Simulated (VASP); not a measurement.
Here is the system:

```yaml
crystal:
  lattice:
    - [0.00000, 1.83031, 1.83031]
    - [1.83031, 0.00000, 1.83031]
    - [1.83031, 1.83031, 0.00000]
  atoms:
    - { symbol: C, position: [0.00000, 0.00000, 0.00000] }
    - { symbol: C, position: [0.25000, 0.25000, 0.25000] }
```

Calculation: RPBE GGA, VASP's PBE PAW potentials (set 64) (plane waves; VASP 6.6.1). Run with 520 eV cut-off, 13×13×13 Γ-centred mesh, Gaussian smearing of 0.050 eV, potentials C.

### Question
Give the stress tensor in GPa (positive for a compressed cell).

### Answer

```
-22.00    0.00    0.00
  0.00  -22.00    0.00
  0.00    0.00  -22.00
```
The pressure is its mean diagonal, -22.00 GPa.

The compound is C in the diamond structure. This cell is one point of a volume scan, at 1.06 of the reference volume.
